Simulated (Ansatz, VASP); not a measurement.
**Na3YI6: VASP beside Ansatz**

```
Na Y I
1.0
     0.00000    6.10780    6.10780
     6.10780    0.00000    6.10780
     6.10780    6.10780    0.00000
Na Y I
3 1 6
Cartesian
  9.1617 9.1617 9.1617
  3.0539 3.0539 3.0539
  6.1078 6.1078 6.1078
  0.0000 0.0000 0.0000
  3.0078 6.1078 6.1078
  6.1078 6.1078 3.0078
  9.2078 6.1078 6.1078
  6.1078 3.0078 6.1078
  6.1078 9.2078 6.1078
  6.1078 6.1078 9.2078
```

The cell comes from a database or a generator and needn't be the stable form of this composition.

Alike in both runs: task single point; functional PBEsol; k mesh 3 × 3 × 3; no spin polarisation.

|  | VASP | Ansatz |
| --- | --- | --- |
| version | VASP 6.6.1 | Ansatz 0.2.0 |
| potentials or method | VASP PAW PBE potentials, release 64 (Na_pv, Y_sv, I) | plane waves, PAW |
| plane-wave cutoff (eV) | 520 | 420 |
| occupations | gaussian, width 0.01 eV | fixed |
| valence electrons in the cell | 74 | 140 |

```tsv
	VASP	Ansatz	Ansatz less VASP
pressure (GPa)	-0.9	-0.9	-0.01
rms of the force components (eV/Å)	0.060	0.060	-0.0003
```

Atom by atom the forces differ by 0.000 eV/Å (rms over components). The two sets of potentials don't hold the same shells in valence.

Caveats: the PAW data sets were made with another functional, which shifts forces and pressure a little (VASP). A k mesh can miss the band edges.
